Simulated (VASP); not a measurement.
An input for Ansatz (written as the equivalent of a VASP run, and not itself run):

Ansatz 0.2 input:
```yaml
crystal:
  lattice:
    - [0.0000000, 2.3835930, 2.3835930]
    - [2.3835930, 0.0000000, 2.3835930]
    - [2.3835930, 2.3835930, 0.0000000]
  atoms:
    - { symbol: B, position: [0.0000000, 0.0000000, 0.0000000] }
    - { symbol: W, position: [0.5000000, 0.5000000, 0.5000000] }
kpoints:
  mp_grid: { grid: [1, 1, 1] }
hamiltonian:
  xc: pbe
  pseudopotentials: { kind: paw }
scf:
  occupations: { method: fermi_dirac, width: 0.1 }
  max_iter: 100
output: { forces: true, stress: true, eigenvalues: true }
```

Task: Write the VASP files for the same calculation (PBE).

Result: Several could match; the one computed here: 
POSCAR:
```
BW
4.7671860
  0.0000000000   0.5000000000   0.5000000000
  0.5000000000   0.0000000000   0.5000000000
  0.5000000000   0.5000000000   0.0000000000
B W
1 1
Cart
  0.0000000000   0.0000000000   0.0000000000
  0.5000000000   0.5000000000   0.5000000000
```

File KPOINTS:
```
Automatic mesh
0
Gamma
1 1 1
0 0 0
```

INCAR:
```
# general
SYSTEM   =  BW
PREC     =  Accurate
ENCUT    =  400
LREAL    =  .FALSE.
LASPH    =  .TRUE.   # aspherical one-centre terms

# electronic loop
EDIFF    =  1E-6   # SCF stop (eV)
NELM     =  100   # most electronic steps
ALGO     =  Normal
LMAXMIX  =  6

# smearing
ISMEAR   =  -1   # Fermi-Dirac
SIGMA    =  0.1   # width (eV)

# functional
GGA      =  PE   # PBE

# ions
ISIF     =  2   # forces and stress, cell fixed

# output
LWAVE    =  .FALSE.
LCHARG   =  .FALSE.
```

POTCAR, in this order: B W_sv (PBE.64 set). Program: vasp_std.

Limits of the translation: each code has its own PAW files, so the cut-off isn't converted (ENCUT is set for VASP's; basis.ecutwfc is left out, and Ansatz then takes the one that its files recommend); Ansatz stops its SCF on the density residual and VASP on the energy change (EDIFF).

The structure was generated: BW was put into an ordered model structure, which need not be its known phase. The cell was not relaxed at this level. The k-mesh is coarse (spacing up to 2.28 per Å, 2π included), so the numbers may not be converged in it. The run is one of a series of settings (KPOINTS 1×1×1 Γ-centred mesh against the base run), some of them coarse on purpose.
